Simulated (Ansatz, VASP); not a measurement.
# Cross-check of Sn between VASP and Ansatz, part 2 of 2

One calculation is typed for both programs; each brings its own data sets. How far apart do they land? The structure shown is the end of the Ansatz relaxation below.

VASP 6.6.1 and Ansatz 0.2.0.

So far. Step 3 (VASP: single point, LDA, pair 1): The run ends at a pressure of 0.55 GPa.

**6. VASP: single point, LDA, pair 2 (continued)**

Level of this step: LDA; plane waves and PAW (Sn_d) (VASP).

Numbers of over 12 decimals in the logs are rounded to 6 here.

OUTCAR, selected parts (step 6):

```text
  Total        0.0074207      0.0074207      0.1854696      0.0000000     -0.0000000      0.0000000
  in kB        0.1758683      0.1758683      4.3955551      0.0000000     -0.0000000      0.0000000
  external PRESSURE =       1.5824306 kB  Pullay stress =       0.0000000 kB

 POSITION                                       TOTAL-FORCE (eV/Angst)
 -----------------------------------------------------------------------------------
      3.24787      3.24787      3.20436         0.000000      0.000000     -0.000000
      4.87181      4.87181      4.80654        -0.000000     -0.000000      0.000000
 -----------------------------------------------------------------------------------
    total drift:                                0.000000      0.000000      0.000000

  FREE ENERGIE OF THE ION-ELECTRON SYSTEM (eV)
  ---------------------------------------------------
  free  energy   TOTEN  =        -8.9414265935 eV

  energy  without entropy=       -8.9409107196  energy(sigma->0) =       -8.94125464

[... 1 part as in an earlier step ...]

[... 2 further parts left out ...]
[key lines of the parts left out:]
E-fermi :   5.4687
```

The run ends at a pressure of 0.16 GPa.

**7. Differences**

Both answers:

```tsv
quantity	Ansatz	VASP	difference
pressure (GPa)	0.14	0.16	-0.02
```

**8. Ansatz: relaxation, LDA**

This run makes the geometry at which the two programs are then compared. The cell compared in this pair holds 67.40 Å³, against 67.60 Å³ for the pair before.

The structure compared here is the end of the Ansatz relaxation.

input.yaml

```yaml
crystal:
  lattice:
    - [0.0, 3.247872254, 3.1719951869]
    - [3.247872254, 0.0, 3.1719951869]
    - [3.247872254, 3.247872254, 0.0]
  atoms:
    - { symbol: Sn, position: [0.5, 0.5, 0.5] }
    - { symbol: Sn, position: [0.75, 0.75, 0.75] }
  conventional_axes: [[-1, 1, 1], [1, -1, 1], [1, 1, -1]]
kpoints:
  mp_grid: { grid: [12, 12, 12] }
hamiltonian:
  xc: lda
  pseudopotentials: { kind: paw, azcp: { folder: soft_1 }, xc_functional: pbe }
scf:
  occupations: { method: methfessel_paxton, width: 0.2 }
output:
  forces: true
  stress: true
  eigenvalues: true
relax:
  adjacent_minimum: "off"
  f_tol: 0.001
  max_steps: 60
  cell: { stress_tol: 0.01, fix: [c, angles] }
```

Run with:

```
$ ansatz run input.yaml --threads 4 --pin off --max-ram 10240MiB --backend cpu --events-out ev --progress --plain --runs-dir out
```

Log:

```text
[...]
Crystal: 2 atoms, lattice volume = 66.921 Å³
Basis set: ecut = 420 eV, 1323 PW (Γ)
Bands: 18, of which v1, the nominal top of the filled ones, is band 14 counted from 1 (13 counted from 0)
Symmetry: 16 space group operations
[...]
k-points: 163 of 1728
[...]
k-point 162: bands = [... 10 lower, 0.1625, 0.1625, 5.1241, 5.1241, 8.3594, 8.3594, 15.4766, 15.4766]
--- Relaxed structure (3 steps of the walk, 3 accepted, 1 SCFs on fresh bases) ---
[...]
cell:  # Å, volume = 67.3970 Å³
    - [0, 3.259411, 3.1719951869]
    - [3.259411, 0, 3.1719951869]
    - [3.259411, 3.259411, 0]
  atoms:
    - { symbol: Sn, position: [0.5, 0.5, 0.5] }
    - { symbol: Sn, position: [0.75, 0.75, 0.750000] }
[key lines of the parts left out:]
SCF converged after 7 iterations
Free energy (F): -11759.145667 eV
Fermi energy:    7.706531 eV
P = ⅓ Tr σ = 0.2727 GPa (2.727 kbar)
```

**9. VASP: single point, LDA, pair 3**

The same cell, functional (in two slightly different forms), mesh and smearing now go to VASP, with its own data sets.

INCAR

```
SYSTEM = Sn
PREC = Accurate
ENCUT = 500
EDIFF = 1E-06
NELM = 120
ISMEAR = 1
SIGMA = 0.2
LREAL = .FALSE.
ALGO = Normal
GGA = CA
NBANDS = 20
LORBIT = 11
LWAVE = .FALSE.
LCHARG = .FALSE.
ISIF = 2
LASPH = .TRUE.
GGA_COMPAT = .FALSE.
KPAR = 2
```

POSCAR

```
Sn
1.0
    0.0000000000      3.2594112130      3.1719951869
    3.2594112130      0.0000000000      3.1719951869
    3.2594112130      3.2594112130      0.0000000000
Sn
2
Direct
    0.5000000000      0.5000000000      0.5000000000
    0.7500000000      0.7500000000      0.7500000000
```

KPOINTS

```
Automatic mesh
0
Gamma
12 12 12
0 0 0
```

PAW data sets: Sn_d (LDA family, release 64).

Run with:

```
$ mpirun -np 2 vasp_std
```

Log:

```text
[... set-up lines as in an earlier step ...]
 entering main loop
       N       E                     dE             d eps       ncg     rms          rms(c)
DAV:   1     0.224029921790E+03    0.22403E+03   -0.14824E+04  6564   0.201E+03
DAV:   2     0.149594403999E+02   -0.20907E+03   -0.20521E+03  6556   0.445E+02
DAV:   3    -0.829153827735E+01   -0.23251E+02   -0.23122E+02  7464   0.144E+02
DAV:   4    -0.904336209982E+01   -0.75182E+00   -0.75147E+00  7456   0.293E+01
[...]
DAV:   9    -0.893867694488E+01   -0.88957E-04   -0.17581E-04  8584   0.102E-01    0.136E-02
DAV:  10    -0.893867620774E+01    0.73714E-06   -0.15406E-05  8800   0.483E-02    0.452E-03
DAV:  11    -0.893867665422E+01   -0.44648E-06   -0.10779E-06  5704   0.763E-03
   1 F= -.89386767E+01 E0= -.89385294E+01  d E =-.441838E-03
```

From OUTCAR (step 9):

```text
  Total        0.0107471      0.0107471      0.3600963      0.0000000      0.0000000     -0.0000000
  in kB        0.2554823      0.2554823      8.5602882      0.0000000      0.0000000     -0.0000000
  external PRESSURE =       3.0237509 kB  Pullay stress =       0.0000000 kB

 POSITION                                       TOTAL-FORCE (eV/Angst)
 -----------------------------------------------------------------------------------
      3.25941      3.25941      3.17200        -0.000000     -0.000000      0.000000
      4.88912      4.88912      4.75799         0.000000      0.000000      0.000000
 -----------------------------------------------------------------------------------
    total drift:                                0.000000      0.000000      0.000000

  FREE ENERGIE OF THE ION-ELECTRON SYSTEM (eV)
  ---------------------------------------------------
  free  energy   TOTEN  =        -8.9386766542 eV

  energy  without entropy=       -8.9382348162  energy(sigma->0) =       -8.93852937

[... 1 part as in an earlier step ...]

[... 2 further parts left out ...]
[key lines of the parts left out:]
E-fermi :   5.5030
```

The run ends at a pressure of 0.30 GPa.

**10. Side by side**

The two programs side by side:

```tsv
quantity	Ansatz	VASP	difference
pressure (GPa)	0.27	0.30	-0.03
```

**11. Outcome**

* difference in pressure (single point, LDA, pair 1): -0.025 GPa
* difference in pressure (single point, LDA, pair 2): -0.021 GPa
* difference in pressure (single point, LDA, pair 3): -0.030 GPa

The difference in pressure is -0.030 GPa (single point, LDA, pair 3), within the 1 GPa picked in this series as the mark of a large difference. 5 further runs of this series are not shown here. Such differences can come from data sets, numerical settings and the points named under the comparisons, not from the functional's error against experiment.

[Lines on the potential files, build, host, timing and source positions are cut from VASP's logs without a mark.]

[Logs are printed without paths, hosts, clocks, repeated set-up lines and the standing remarks that a program may print on its own settings, such as how far it seeks lower states.]

[Hosts, paths, dates, database ids (printed as entryN), source tags and the programs' standing remarks are cut or masked in the printed files.]
